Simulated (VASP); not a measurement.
Set up this calculation in VASP 6.6.1, as the native input.

```
Task                    : density of states
Functional              : PBE
Potentials or basis     : VASP PAW PBE potentials, release 64 (Mg, Zr_sv, O)
Cutoff                  : 520 eV
k mesh                  : 8 × 8 × 6
Occupations             : gaussian, width 0.1 eV
Spin                    : no spin polarisation
k mesh for the DOS      : 12 × 12 × 9
Occupations for the DOS : tetrahedron
Further INCAR settings  : ALGO = Fast; EDIFF = 1e-06
```

Crystal: MgZr2O3.

```
Mg Zr O
1.0
     2.68271   -4.64698    0.00000
     2.68271    4.64698    0.00000
    -1.76791    0.00000    5.48074
Mg Zr O
2 4 6
Direct
  0.83328 0.16672 0.00000
  0.16672 0.83328 0.00000
  0.00000 0.00000 0.50000
  0.33533 0.66467 0.50000
  0.66467 0.33533 0.50000
  0.50000 0.50000 0.00000
  0.07887 0.43117 0.78936
  0.56883 0.92113 0.21064
  0.43117 0.07887 0.78936
  0.92113 0.56883 0.21064
  0.78349 0.78349 0.79409
  0.21651 0.21651 0.20591
```

The cell was built by a generator and needn't be a form met in nature.

These files were run (other wordings do the same):

POSCAR

```
MgZr2O3
1.0
    2.6827100000     -4.6469800000      0.0000000000
    2.6827100000      4.6469800000      0.0000000000
   -1.7679060000      0.0000000000      5.4807410000
Mg Zr O
2 4 6
Direct
    0.8332790000      0.1667210000      0.0000000000
    0.1667210000      0.8332790000      0.0000000000
    0.0000000000      0.0000000000      0.5000000000
    0.3353260000      0.6646740000      0.5000000000
    0.6646740000      0.3353260000      0.5000000000
    0.5000000000      0.5000000000      0.0000000000
    0.0788720000      0.4311700000      0.7893630000
    0.5688300000      0.9211280000      0.2106370000
    0.4311700000      0.0788720000      0.7893630000
    0.9211280000      0.5688300000      0.2106370000
    0.7834900000      0.7834900000      0.7940930000
    0.2165100000      0.2165100000      0.2059070000
```

INCAR.step1

```
ALGO = Fast ; EDIFF = 1E-6
ENCUT = 520 ; GGA = PE
ISIF = 2 ; ISMEAR = 0
KPAR = 8 ; LASPH = True
LCHARG = True ; LMAXMIX = 4
LREAL = False ; LWAVE = False
NELM = 60 ; PREC = Accurate
SIGMA = 0.1
```

KPOINTS.step1

```
k-points
0
Gamma
  8 8 6
```

INCAR.step2

```
ALGO = Fast ; EDIFF = 1E-6
ENCUT = 520 ; GGA = PE
ICHARG = 11 ; ISIF = 2
ISMEAR = -5 ; KPAR = 8
LASPH = True ; LCHARG = False
LMAXMIX = 4 ; LORBIT = 11
LREAL = False ; LWAVE = False
NEDOS = 1001 ; NELM = 60
PREC = Accurate ; SIGMA = 0.1
```

KPOINTS.step2

```
k-points
0
Gamma
  12 12 9
```

Potentials or basis: VASP PAW PBE potentials, release 64 (Mg, Zr_sv, O).

The run is started by

```bash
$ cat potpaw_PBE.64/Mg/POTCAR potpaw_PBE.64/Zr_sv/POTCAR potpaw_PBE.64/O/POTCAR > POTCAR
$ cp INCAR.step1 INCAR
$ cp KPOINTS.step1 KPOINTS
$ mpirun -np 8 vasp_std > vasp.out
$ cp INCAR.step2 INCAR
$ cp KPOINTS.step2 KPOINTS
$ mpirun -np 8 vasp_std > vasp.out
```

It gave:

| Quantity | Value |
| --- | --- |
| Valence electrons inside the program's atomic spheres | Mg 0.41; Zr 9.89, 9.90, 9.83; O 5.05 |

Wall time 9 min on 8 MPI ranks on AMD EPYC 9R45 96-Core Processor (Zen 5), on a shared host, peak memory 1.7 GiB a rank.
